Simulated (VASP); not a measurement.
An input for Quantum ESPRESSO's pw.x (written as the equivalent of a VASP run, and not itself run):

```
&CONTROL
  calculation = 'vc-relax'
  pseudo_dir = './pseudo'
  outdir = './out'
  tprnfor = .true.
  tstress = .true.
  nstep = 60
  forc_conv_thr = 0.00039
/
&SYSTEM
  ibrav = 0
  nat = 2
  ntyp = 2
  ecutwfc = 82.3
  occupations = 'smearing'
  smearing = 'methfessel-paxton'
  degauss = 0.00735
  input_dft = 'pbesol'
/
&ELECTRONS
  conv_thr = 7.3e-08
  electron_maxstep = 100
/
&IONS
/
&CELL
/
ATOMIC_SPECIES
  Y 88.906 Y.upf
  Te 127.600 Te.upf
CELL_PARAMETERS angstrom
    -0.0000000    3.3874501    3.3874501
     3.3874501   -0.0000000    3.3874501
     3.3874501    3.3874501   -0.0000000
ATOMIC_POSITIONS crystal
  Y    0.0000000  0.0000000  0.0000000
  Te   0.2500000  0.2500000  0.2500000
K_POINTS automatic
  9 9 9 0 0 0
```

### Question
Write the VASP files for the same calculation (PBEsol).

### Answer
Several could match; the one computed here: 
**INCAR**
```
SYSTEM = YTe
PREC = Accurate; ENCUT = 400; LREAL = .False.
LASPH = .True.
EDIFF = 1E-6; NELM = 100; ALGO = Normal
LMAXMIX = 4
ISMEAR = 1; SIGMA = 0.1
GGA = PS
IBRION = 2; NSW = 60; ISIF = 3
EDIFFG = -0.01
LWAVE = .False.; LCHARG = .False.
```

**KPOINTS**
```
Automatic mesh
0
Gamma
9 9 9
0 0 0
```

POSCAR:
```
YTe
1.0
  0.0000000000   3.3874500660   3.3874500660
  3.3874500660   0.0000000000   3.3874500660
  3.3874500660   3.3874500660   0.0000000000
Y Te
1 1
direct
  0.0000000000   0.0000000000   0.0000000000
  0.2500000000   0.2500000000   0.2500000000
```

POTCAR, in this order: Y_sv Te (PBE.64 set). Program: vasp_std.

What does not carry over: the potentials are each code's own (VASP's PAW set, PseudoDojo norm-conserving files in pw.x), so ENCUT and ecutwfc are chosen apart and not converted; conv_thr bounds pw.x's estimated SCF error, while EDIFF bounds the energy change between steps; forc_conv_thr acts on force components and is met together with etot_conv_thr.

The structure was generated: YTe was put into the zinc blende type (F-43m), which need not be its known phase. It was relaxed first, which changed the volume by -28 %. The start is the result of an earlier pass.
